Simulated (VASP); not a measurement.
VASP runs on PtSe₂ (1T layered) share one base input (PBE GGA, plane waves, VASP's PBE PAW potentials (set 64)) and change the settings named in each case.

### POSCAR
```
PtSe2
3.730
  0.5000000000  -0.8660254692   0.0000000000
  0.5000000000   0.8660254692   0.0000000000
  0.0000000000   0.0000000000   1.3619302949
Pt Se
1 2
Cartesian
  0.0000000000   0.0000000000   0.0000000000
  0.5000000000   0.2886757337   0.3472922252
  0.5000000000  -0.2886757337   1.0146380697
```

**INCAR**
```
! general
SYSTEM =PtSe2
PREC   =Accurate
ENCUT  =400
LREAL  =.FALSE.
LASPH  =.TRUE.

! electronic loop
EDIFF  =1E-6
NELM   =100
ALGO   =Normal
LMAXMIX=6

! smearing
ISMEAR =0
SIGMA  =0.05

! functional
GGA    =PE

! ions
ISIF   =2

! output
LWAVE  =.FALSE.
LCHARG =.FALSE.
```

KPOINTS:
```
Regular mesh
0
G
  6 6 4
```

POTCAR, in this order: Pt Se (PBE.64 set). Program: vasp_std.

```csv
change,E(σ→0) (eV/atom),pressure (GPa),largest force (eV/Å),plane waves
base run,-4.7391,4.78,0.203,1128
ENCUT = 150,-4.5886,-54.90,0.137,268
ENCUT = 300,-4.7414,4.63,0.199,740
ENCUT = 450,-4.7393,4.82,0.202,1342
ENCUT = 600,-4.7394,4.82,0.202,2067
ENCUT = 650,-4.7394,4.83,0.202,2334
ENCUT = 750,-4.7394,4.83,0.202,2878
```
 Unless said otherwise, spin-orbit coupling is left out, though it shifts the bands of the heavy elements here.

Left out are runs that ran out of time, are held back, or changed the cell or the kind of run, fixed moments of cells without a moment, rows past the twelfth, gaps on odd meshes, pressures of charged cells and columns that move by less than the noise.

The compound is PtSe2 in the 1T layered structure. The cell was not relaxed at this level, forces remain on its atoms.
